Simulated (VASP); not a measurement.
Method: HSE06 screened hybrid, VASP's PBE PAW potentials (set 64) (plane waves; VASP).

VASP ran on this input.

File KPOINTS:
```
Automatic mesh
0
Gamma
1 1 1
0 0 0
```

File POSCAR:
```
C31NSi32
1
    8.7583314355     0.0000000000     0.0000000000
    0.0000000000     8.7583314355     0.0000000000
    0.0000000000     0.0000000000     8.7583314355
Si C N
32 31 1
Direct
  0.4992466669   0.0001946037   0.0000750108
  0.7495554933   0.2502470602   0.9995924606
  0.7496791056   0.9995396403   0.2501022969
  0.9998871069   0.0000941251   0.0000512105
  0.2498855897   0.2497216215   0.0000634834
  0.4998591282   0.5000488939   0.9996564792
  0.7501951284   0.7499912587   0.0000740180
  0.2498158867   0.0002077978   0.2497341688
  0.4979738441   0.2483042878   0.2483412035
  0.7514710487   0.5018428435   0.2483572641
  0.4999029283   0.9997159398   0.5000194798
  0.7515449168   0.2483672992   0.5018246813
  0.7501930447   0.0001944806   0.7500160292
  0.9995234860   0.5004458221   0.0000706454
  0.2495445955   0.7501479957   0.0000334734
  0.0002089108   0.2501927264   0.2501520132
  0.2491740746   0.4999343005   0.2501072200
  0.4997978946   0.7506000844   0.2502074014
  0.9995075492   0.0001477906   0.5004708796
  0.2490810279   0.2502329407   0.5000103469
  0.4978528218   0.5017924004   0.5018213904
  0.7495664569   0.7505900250   0.5000009852
  0.2496336918   0.0000236302   0.7500388732
  0.4998431112   0.2502210731   0.7505002217
  0.7496742197   0.4999028051   0.7504531481
  0.9996111599   0.7499359135   0.2496571721
  0.0002714010   0.5000391703   0.4999995982
  0.2498733776   0.7500045273   0.5004964024
  0.9996094606   0.2495909986   0.7500160256
  0.2498519550   0.5004583982   0.7500732879
  0.4993043341   0.7498829144   0.7500174715
  0.9998345083   0.7501587137   0.7500756944
  0.6251678894   0.1265216844   0.1265535485
  0.8731854828   0.3746051518   0.1265424420
  0.8731929892   0.1265202204   0.3745333525
  0.1248046072   0.1254010706   0.1253029081
  0.3762467334   0.3755576287   0.1265034263
  0.6242674132   0.6236983862   0.1265771734
  0.8745270989   0.8751418727   0.1252663254
  0.3761475712   0.1266364394   0.3756729338
  0.8731887345   0.6236552331   0.3756148120
  0.6243099974   0.1266530424   0.6236199185
  0.8733351367   0.3754730879   0.6235808121
  0.8744661472   0.1253642189   0.8752502110
  0.1246265110   0.6247536064   0.1252957034
  0.3749087787   0.8750926061   0.1253512661
  0.1246942340   0.3751347517   0.3750912206
  0.3761289510   0.6235850221   0.3745192206
  0.6246729426   0.8751558963   0.3750405589
  0.1246336641   0.1253014851   0.6248417765
  0.3761283586   0.3745479786   0.6236007640
  0.6251407181   0.6234798178   0.6235391723
  0.8743989351   0.8750636714   0.6248844364
  0.3749515365   0.1253478028   0.8748807714
  0.6246483752   0.3751547199   0.8750802699
  0.8744449770   0.6248157422   0.8749035688
  0.1247310469   0.8750503588   0.3750853657
  0.1248539656   0.6248864650   0.6248906322
  0.3750502515   0.8751274992   0.6248322927
  0.1246294835   0.3749906718   0.8750306828
  0.3749673852   0.6248394152   0.8752729662
  0.6246774402   0.8751020530   0.8750625413
  0.1246788751   0.8752031693   0.8750364929
  0.6247908443   0.3750051489   0.3750783969
```

INCAR:
```
GGA  =  PE   ! PBE
ISIF  =  0
EDIFF  =  1E-5   ! SCF stop (eV)
AEXX  =  0.25
ALGO  =  Normal
ENCUT  =  400
PREC  =  Normal
ISMEAR  =  0   ! Gaussian
LREAL  =  Auto   ! projection in real space or not
LCHARG  =  .False.
LWAVE  =  .False.
ISYM  =  0
LHFCALC  =  .True.
LASPH  =  .True.
PRECFOCK  =  Fast
NELMIN  =  4
HFSCREEN  =  0.2   ! 1/Angstrom
SYSTEM  =  C31NSi32
SIGMA  =  0.05   ! width (eV)
NELM  =  50
NELECT  =  256.0
```

POTCAR, in this order: Si C N (PBE.64 set). Program: vasp_gam. Read from the step before: WAVECAR.

The run wrote:

**OSZICAR**
```
       N       E                     dE             d eps       ncg     rms          rms(c)
DAV:   1    -0.565803113861E+03   -0.56580E+03   -0.99459E+00   322   0.785E+00    0.148E+01
DAV:   2    -0.565868839726E+03   -0.65726E-01   -0.26802E-01   355   0.117E+00    0.108E+01
DAV:   3    -0.565852134176E+03    0.16706E-01   -0.10128E-02   380   0.244E-01    0.633E+00
DAV:   4    -0.565846070100E+03    0.60641E-02   -0.30823E-03   371   0.119E-01    0.364E+00
DAV:   5    -0.565844172205E+03    0.18979E-02   -0.10675E-03   371   0.688E-02    0.207E+00
DAV:   6    -0.565843562572E+03    0.60963E-03   -0.25374E-04   347   0.364E-02    0.118E+00
DAV:   7    -0.565843362795E+03    0.19978E-03   -0.77839E-05   347   0.227E-02    0.670E-01
DAV:   8    -0.565843300360E+03    0.62435E-04   -0.24817E-05   243   0.135E-02    0.384E-01
DAV:   9    -0.565843282116E+03    0.18244E-04   -0.90335E-06   212   0.877E-03    0.219E-01
DAV:  10    -0.565843277579E+03    0.45364E-05   -0.28669E-06   203   0.493E-03
   1 F= -.56584328E+03 E0= -.56584328E+03  d E =-.124507E-12
```

OUTCAR:
```
------------------------ aborting loop because EDIFF is reached ----------------------------------------
  volume of cell :      671.84
      direct lattice vectors                 reciprocal lattice vectors
     8.758331436  0.000000000  0.000000000     0.114176999  0.000000000  0.000000000
     0.000000000  8.758331436  0.000000000     0.000000000  0.114176999  0.000000000
     0.000000000  0.000000000  8.758331436     0.000000000  0.000000000  0.114176999
  FREE ENERGIE OF THE ION-ELECTRON SYSTEM (eV)
  ---------------------------------------------------
  free  energy   TOTEN  =      -565.8432775794 eV

  energy  without entropy=     -565.8432775794  energy(sigma->0) =     -565.84327758

  exchange ACFDT corr.  =         0.00000000  see jH, gK, PRB 81, 115126
```
(Selected blocks of OUTCAR.)

The cell is charged, with a uniform compensating background. The supercell is sampled at Γ alone, which is coarse: total energies, pressure and levels can be off, energies of defects by several tenths of an eV.

The cell is a supercell with a defect, built from SiC (zinc blende): N_C, charge +1. The cell's shape comes from a PBE relaxation. The run is not spin-polarised, so no state with unpaired spins was tried.
